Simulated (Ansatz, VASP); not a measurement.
# Al21O (S5(210) boundary in fcc Al with O (interstitial)) in two plane-wave programs, part 3 of 3

Aim: how closely do two programs agree when they are given the same cell, functional and k mesh? Of the first pair: The structure shown is the start of the Ansatz relaxation below; VASP solves that cell, so the two are compared at the walk's first step.

VASP 6.6.1 and Ansatz 0.2.0.

So far. Step 4 (Side by side): The forces differ by 1.1 meV/Å r.m.s., which is 0.5 % of the r.m.s. force of 0.228 eV/Å (both taken over all components).

## Step 5: Ansatz: relaxation, PBE

Level of this step: Ansatz beside VASP: Kohn-Sham DFT, plane waves, PBE (Ansatz).

This run makes the geometry at which the two programs are then compared.

The structure compared here is the end of the Ansatz relaxation.

The input, input.yaml:

```yaml
crystal:
  lattice:
    - [4.957730497, 0.0, 0.0]
    - [1.6525768323, 3.6952741352, 0.0]
    - [0.0, 0.0, 30.0082257911]
  atoms:
    - { symbol: Al, position: [0.6, 0.7000000001, 0.1666209804] }
    - { symbol: Al, position: [0.2, 0.4000000001, 0.1967844967] }
    - { symbol: Al, position: [0.8, 0.1000000001, 0.226948013] }
    - { symbol: Al, position: [0.4, 0.8000000001, 0.2571115294] }
    - { symbol: Al, position: [1.0, 0.5000000001, 0.2872750457] }
    - { symbol: Al, position: [0.6, 0.2, 0.3174385621] }
    - { symbol: Al, position: [0.2, 0.9, 0.3476020784] }
    - { symbol: Al, position: [0.8, 0.6, 0.3777655948] }
    - { symbol: Al, position: [0.4, 0.3, 0.4079291111] }
    - { symbol: Al, position: [0.0, 0.0, 0.4380926274] }
    - { symbol: O, position: [0.5, 0.75, 0.4380926274] }
    - { symbol: Al, position: [0.8, 0.6, 0.4984196601] }
    - { symbol: Al, position: [0.2, 0.9, 0.5285831765] }
    - { symbol: Al, position: [0.6, 0.2, 0.5587466928] }
    - { symbol: Al, position: [1.0, 0.5000000001, 0.5889102092] }
    - { symbol: Al, position: [0.4, 0.8000000001, 0.6190737255] }
    - { symbol: Al, position: [0.8, 0.1000000001, 0.6492372419] }
    - { symbol: Al, position: [0.2, 0.4000000001, 0.6794007582] }
    - { symbol: Al, position: [0.6, 0.7000000001, 0.7095642745] }
    - { symbol: Al, position: [1.0, 1.0e-10, 0.7397277909] }
    - { symbol: Al, position: [0.4, 0.3000000001, 0.7698913072] }
    - { symbol: Al, position: [0.8, 0.6000000001, 0.8000548236] }
kpoints:
  mp_grid: { grid: [6, 6, 1] }
hamiltonian:
  xc: pbe
  pseudopotentials: { kind: paw, azcp: { folder: soft_1 } }
scf:
  occupations: { method: fermi_dirac, width: 0.1 }
relax:
  f_tol: 0.03
  max_steps: 80
  constraints: [{ sites: [0, 1, 2, 3] }]
```

Launch:

```sh
> ansatz run input.yaml --threads 4 --pin off --max-ram 15360MiB --backend cpu --events-out ev --progress --plain --runs-dir out
```

Numbers of over 12 decimals in the logs are rounded to 6 here.

Log:

```text
[...]
Crystal: 22 atoms, lattice volume = 549.756 Å³
Basis set: ecut = 420 eV, 10749 PW (Γ), exchange–correlation on 72×60×432 points (8 copies of the dense FFT grid, shifted against one another)
Bands: 57, of which v1, the nominal top of the filled ones, is band 35 counted from 1 (34 counted from 0)
Symmetry: 2 space group operations
[...]
k-points: 13 of 36 (time reversal used)
[...]
- { symbol: Al, position: [0.616739, 0.191631, 0.317041] }
    - { symbol: Al, position: [0.219313, 0.890344, 0.345588] }
    - { symbol: Al, position: [0.825441, 0.587280, 0.377306] }
[...]
- { symbol: O, position: [0.320984, 0.839508, 0.449595] }
[...]
- { symbol: Al, position: [0.288155, 0.855923, 0.709685] }
    - { symbol: Al, position: [0.690512, 0.154744, 0.740936] }
    - { symbol: Al, position: [0.078004, 0.460998, 0.774981] }
    - { symbol: Al, position: [0.478268, 0.760866, 0.796668] }
[key lines of the parts left out:]
SCF converged after 6 iterations
Free energy (F): -11852.708620 eV
Fermi energy:    3.684192 eV
```

## Step 6: VASP: single point, PBE, relaxed cell, pair 2

The same cell, functional, mesh and smearing now go to VASP, with its own data sets.

The input, INCAR:

```
SYSTEM = Al21O
PREC = Accurate
ENCUT = 520
EDIFF = 1E-06
NELM = 120
ISMEAR = -1
SIGMA = 0.1
LREAL = .FALSE.
ALGO = Normal
GGA = PE
NBANDS = 56
LORBIT = 11
LWAVE = .FALSE.
LCHARG = .FALSE.
ISIF = 2
LASPH = .TRUE.
GGA_COMPAT = .FALSE.
KPAR = 4
```

The input, POSCAR:

```
Al21O
1.0
    4.9577304970      0.0000000000      0.0000000000
    1.6525768323      3.6952741352      0.0000000000
    0.0000000000      0.0000000000     30.0082257911
Al O
21 1
Direct
    0.6000000000      0.7000000000      0.1666209804
    0.2000000000      0.4000000000      0.1967844967
    0.8000000000      0.1000000000      0.2269480130
    0.4000000000      0.8000000000      0.2571115294
    0.0075832914      0.4962083543      0.2866462211
    0.6167388268      0.1916305866      0.3170408422
    0.2193129374      0.8903435313      0.3455882169
    0.8254407797      0.5872796101      0.3773064948
    0.3968373576      0.3015813212      0.4072008479
    0.9275469208      0.0362265396      0.4446609604
    0.5970321828      0.7014839086      0.4930129696
    0.8960437807      0.0519781096      0.5340923767
    0.3028833781      0.3485583109      0.5581393825
    0.6962650099      0.6518674950      0.5902963172
    0.1044673760      0.9477663120      0.6211356194
    0.5007667781      0.2496166109      0.6502615218
    0.8982467390      0.5508766304      0.6806560761
    0.2881549804      0.8559225098      0.7096845266
    0.6905116691      0.1547441654      0.7409364276
    0.0780035535      0.4609982232      0.7749811590
    0.4782680807      0.7608659596      0.7966675763
    0.3209842689      0.8395078655      0.4495949960
```

The input, KPOINTS:

```
Automatic mesh
0
Gamma
6 6 1
0 0 0
```

PAW data sets: Al and O (PBE family, release 64).

Launch:

```sh
> mpirun -np 4 vasp_std
```

Log:

```text
[banner, memory and clock lines left out]
running    4 mpi-ranks, on    1 nodes
[...]
[... a notice as in an earlier step ...]

 LDA part: xc-table for (Slater+PW92), standard interpolation
 POSCAR, INCAR and KPOINTS ok, starting setup
[...]
entering main loop
       N       E                     dE             d eps       ncg     rms          rms(c)
DAV:   1     0.178081572555E+03    0.17808E+03   -0.23217E+04  1456   0.947E+02
DAV:   2    -0.607923100429E+02   -0.23887E+03   -0.22237E+03  1856   0.154E+02
DAV:   3    -0.869288595915E+02   -0.26137E+02   -0.25310E+02  2040   0.451E+01
DAV:   4    -0.878831194716E+02   -0.95426E+00   -0.95032E+00  1856   0.964E+00
[...]
DAV:  22    -0.838439484262E+02   -0.15180E-04   -0.92346E-07  1440   0.228E-03    0.892E-04
DAV:  23    -0.838439547160E+02   -0.62898E-05   -0.74274E-07  1376   0.214E-03    0.416E-04
DAV:  24    -0.838439553616E+02   -0.64559E-06   -0.14198E-07  1288   0.106E-03
   1 F= -.83843955E+02 E0= -.83687627E+02  d E =-.312657E+00
```

OUTCAR, selected parts (step 6):

```text
  Total       -3.2000531     -3.7031321     -0.6764191     -0.2812297     -0.1171114      0.2618690
  in kB       -9.3260528    -10.7921975     -1.9713174     -0.8195998     -0.3413029      0.7631762
  external PRESSURE =      -7.3631892 kB  Pullay stress =       0.0000000 kB

 POSITION                                       TOTAL-FORCE (eV/Angst)
 -----------------------------------------------------------------------------------
      4.13144      2.58669      5.00000        -0.071041      0.031770      0.401557
      1.65258      1.47811      5.90515        -0.041888      0.018733     -0.253112
      4.13144      0.36953      6.81031         0.048212     -0.021561     -0.079268
      3.30515      2.95622      7.71546         0.060394     -0.027009     -0.062988
      0.85762      1.83363      8.60174         0.003019     -0.001350     -0.003193
      3.37431      0.70813      9.51383        -0.003446      0.001541      0.006029
      2.55866      3.29006     10.37049         0.003985     -0.001782      0.000230
      5.06284      2.17016     11.32230         0.003841     -0.001718     -0.005191
      2.46580      1.11443     12.21937        -0.002293      0.001025      0.008797
      4.65839      0.13387     13.34349        -0.011794      0.005274      0.013152
      4.11918      2.59218     14.79444         0.014899     -0.006663      0.015516
      4.52824      0.19207     16.02716        -0.001862      0.000833      0.001884
      2.07763      1.28802     16.74877         0.006361     -0.002845     -0.011772
      4.52916      2.40883     17.71375        -0.001601      0.000716     -0.007044
[...]
-----------------------------------------------------------------------------------
    total drift:                               -0.000008     -0.000028     -0.000010

  FREE ENERGIE OF THE ION-ELECTRON SYSTEM (eV)
  ---------------------------------------------------
  free  energy   TOTEN  =       -83.8439553616 eV

  energy  without entropy=      -83.5312978666  energy(sigma->0) =      -83.68762661

[... 2 parts as in an earlier step ...]

[... 1 further part left out ...]
[key lines of the parts left out:]
E-fermi :   3.6841
```

## Step 7: Differences

Forces on 7 of the 22 atoms, those with the largest forces and the largest differences (eV/Å; atoms numbered as in POSCAR):

| atom | Ansatz x, y, z | VASP x, y, z |
| --- | --- | --- |
| Al1 | -0.071, 0.032, 0.401 | -0.071, 0.032, 0.402 |
| Al2 | -0.041, 0.018, -0.253 | -0.042, 0.019, -0.253 |
| Al3 | 0.048, -0.022, -0.080 | 0.048, -0.022, -0.079 |
| Al4 | 0.061, -0.027, -0.064 | 0.060, -0.027, -0.063 |
| Al10 | 0.009, -0.004, 0.015 | -0.012, 0.005, 0.013 |
| Al11 | 0.001, 0.000, 0.006 | 0.015, -0.007, 0.016 |
| O22 | -0.013, 0.006, -0.017 | -0.008, 0.003, -0.026 |

The forces differ by 3.8 meV/Å r.m.s., which is 6.1 % of the r.m.s. force of 0.062 eV/Å (both taken over all components).

## Step 8: What came out

```yaml
r_m_s_force_difference_single_point_pbe_start_cell_pair_1: 0.49 % of the r.m.s. force
r_m_s_force_difference_single_point_pbe_relaxed_cell_pair_2: 3.8 meV/Å
```

**Reading.** The r.m.s. force difference is 3.8 meV/Å (single point, PBE, relaxed cell, pair 2), within the 12 meV/Å picked in this series as the mark of a large difference. Such differences can come from data sets, numerical settings and the points named under the comparisons, not from the functional's error against experiment.

[Lines on the potential files, build, host, timing and source positions are cut from VASP's logs without a mark.]

[Logs are printed without paths, hosts, clocks, repeated set-up lines and the standing remarks that a program may print on its own settings, such as how far it seeks lower states.]

[Hosts, paths, dates, database ids (printed as entryN), source tags and the programs' standing remarks are cut or masked in the printed files.]
